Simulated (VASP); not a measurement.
A convergence study with VASP on Br (space group no. 64 when undisturbed): a few settings are varied, all else stays as given below, so the limit is that of these other settings. One atom is moved off its site, so that forces are finite.

```
CELL_PARAMETERS angstrom
      2.23328    -3.32499     0.00000
      2.23328     3.32499     0.00000
      0.00000     0.00000     8.69384
ATOMIC_POSITIONS crystal
  Br 0.86100 0.86100 0.89475
  Br 0.63900 0.63900 0.38900
  Br 0.36100 0.36100 0.61100
  Br 0.13900 0.13900 0.11100
```

Computed with PBE GGA, VASP's PBE PAW potentials (set 64) (plane waves; VASP 6.6.1). The last row used: 300 eV cut-off, 19×19×8 Γ-centred mesh shifted by (0.5, 0.5, 0.5), Fermi-Dirac smearing of 0.020 eV, potentials Br.

Gaps are read on the run's mesh, which can miss a band edge.

```csv
setting,E (eV/atom),pressure (GPa),largest force (eV/Å),gap on the mesh (eV),irreducible k-points
2×2×1 mesh,-1.5680,2.84,1.265,2.084,2
3×3×1 mesh,-1.5493,3.12,1.412,2.076,4
3×3×2 mesh,-1.5799,2.81,1.504,1.963,6
4×4×2 mesh,-1.5794,2.81,1.499,1.976,10
5×5×2 mesh,-1.5793,2.81,1.493,1.942,15
5×5×3 mesh,-1.5789,2.82,1.491,1.934,24
6×6×3 mesh,-1.5789,2.82,1.490,1.882,33
7×7×3 mesh,-1.5789,2.82,1.490,1.893,44
8×8×4 mesh,-1.5789,2.82,1.490,1.886,72
9×9×4 mesh,-1.5789,2.82,1.490,1.862,90
10×10×5 mesh,-1.5789,2.82,1.490,1.817,140
12×12×5 mesh,-1.5789,2.82,1.490,1.818,198
13×13×6 mesh,-1.5789,2.82,1.490,1.836,273
14×14×6 mesh,-1.5789,2.82,1.490,1.842,315
16×16×7 mesh,-1.5789,2.82,1.490,1.810,480
17×17×8 mesh,-1.5789,2.82,1.490,1.819,612
19×19×8 mesh,-1.5789,2.82,1.490,1.820,760
```

Left out are rungs that failed or repeat a setting and relaxations that didn't move; long series are thinned to 24 rows.

The structure is a typed Br crystal (space group no. 64). The cell was not relaxed at this level, it is distorted from the ideal structure.
